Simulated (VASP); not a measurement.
Method: LDA (Ceperley-Alder, Perdew-Zunger), VASP's LDA PAW potentials (set 64) (plane waves; VASP).

A VASP calculation is set up with these files.

File POSCAR:
```
SrCl2
1
    0.0000000000     3.4068686596     3.4068686596
    3.4068686596     0.0000000000     3.4068686596
    3.4068686596     3.4068686596     0.0000000000
Sr Cl
1 2
Direct
  0.0000000000   0.0000000000   0.0000000000
  0.2500000000   0.2500000000   0.2500000000
  0.7500000000   0.7500000000   0.7500000000
```

INCAR:
```
SYSTEM = SrCl2
PREC = Accurate
ENCUT = 400
EDIFF = 1E-7
NELM = 100
ALGO = Normal
LREAL = .FALSE.
LASPH = .TRUE.
ISMEAR = -5
LMAXMIX = 4
LWAVE = .FALSE.
LCHARG = .TRUE.
LORBIT = 11
NEDOS = 601
ISIF = 2
LEFG = .TRUE.
```

KPOINTS:
```
Automatic mesh
0
gamma
 6 6 6
```

POTCAR, in this order: Sr_sv Cl (LDA.64 set). Program: vasp_std.

The run wrote:

### OSZICAR
```
       N       E                     dE             d eps       ncg     rms          rms(c)
DAV:   1     0.128532499352E+03    0.12853E+03   -0.10115E+04   512   0.110E+03
DAV:   2    -0.723608316434E+01   -0.13577E+03   -0.13433E+03   656   0.229E+02
DAV:   3    -0.141646182498E+02   -0.69285E+01   -0.69212E+01   728   0.566E+01
DAV:   4    -0.143859783200E+02   -0.22136E+00   -0.22134E+00   904   0.834E+00
DAV:   5    -0.143877791033E+02   -0.18008E-02   -0.18007E-02   720   0.633E-01    0.165E+01
DAV:   6    -0.141117768381E+02    0.27600E+00   -0.65467E-01   672   0.459E+00    0.106E+01
DAV:   7    -0.140819829238E+02    0.29794E-01   -0.36605E-01   680   0.377E+00    0.139E+00
DAV:   8    -0.140753918102E+02    0.65911E-02   -0.60780E-02   664   0.141E+00    0.285E-01
DAV:   9    -0.140757656890E+02   -0.37388E-03   -0.15990E-03   712   0.266E-01    0.104E-01
DAV:  10    -0.140759299367E+02   -0.16425E-03   -0.15610E-04   712   0.818E-02    0.265E-02
DAV:  11    -0.140759535038E+02   -0.23567E-04   -0.25847E-05   784   0.316E-02    0.147E-02
DAV:  12    -0.140759544140E+02   -0.91019E-06   -0.47948E-06   688   0.124E-02    0.347E-03
DAV:  13    -0.140759546231E+02   -0.20916E-06   -0.49867E-07   704   0.453E-03    0.201E-03
DAV:  14    -0.140759546189E+02    0.42228E-08   -0.65246E-08   528   0.157E-03
   1 F= -.14075955E+02 E0= -.14075955E+02  d E =0.000000E+00
```

OUTCAR:
```
------------------------ aborting loop because EDIFF is reached ----------------------------------------
  FORCE on cell =-STRESS in cart. coord.  units (eV):
  Direction    XX          YY          ZZ          XY          YZ          ZX
  --------------------------------------------------------------------------------------
  Total       -0.0570365     -0.0570365     -0.0570365      0.0000000      0.0000000     -0.0000000
  in kB       -1.1554931     -1.1554931     -1.1554931      0.0000000      0.0000000     -0.0000000
  external PRESSURE =      -1.1554931 kB  Pullay stress =       0.0000000 kB
  volume of cell :       79.09
      direct lattice vectors                 reciprocal lattice vectors
     0.000000000  3.406868660  3.406868660    -0.146762335  0.146762335  0.146762335
     3.406868660  0.000000000  3.406868660     0.146762335 -0.146762335  0.146762335
     3.406868660  3.406868660  0.000000000     0.146762335  0.146762335 -0.146762335
 POSITION                                       TOTAL-FORCE (eV/Angst)
 -----------------------------------------------------------------------------------
      0.00000      0.00000      0.00000        -0.000000     -0.000000     -0.000000
      1.70343      1.70343      1.70343        -0.000000      0.000000     -0.000000
      5.11030      5.11030      5.11030         0.000000      0.000000      0.000000
 -----------------------------------------------------------------------------------
    total drift:                                0.000000     -0.000000      0.000000
  FREE ENERGIE OF THE ION-ELECTRON SYSTEM (eV)
  ---------------------------------------------------
  free  energy   TOTEN  =       -14.0759546189 eV

  energy  without entropy=      -14.0759546189  energy(sigma->0) =      -14.07595462

 total charge

# of ion       s       p       d       tot
------------------------------------------
    1        2.001   5.765   0.187   7.953
    2        1.589   3.561   0.000   5.150
    3        1.589   3.561   0.000   5.150
--------------------------------------------------
tot          5.179  12.887   0.187  18.253

 Electric field gradients after diagonalization (V/A^2)
 (convention: |V_zz| > |V_xx| > |V_yy|)
----------------------------------------------------------------------
 ion       V_xx      V_yy      V_zz     asymmetry (V_yy - V_xx)/ V_zz
----------------------------------------------------------------------
   1       0.000     0.000    -0.000       0.000
   2      -0.002    -0.002     0.003       0.000
   3      -0.002    -0.002     0.003       0.000
```
(Selected blocks of OUTCAR.)

The compound is SrCl2 in the fluorite structure. It was relaxed first, which changed the volume by -7 %.
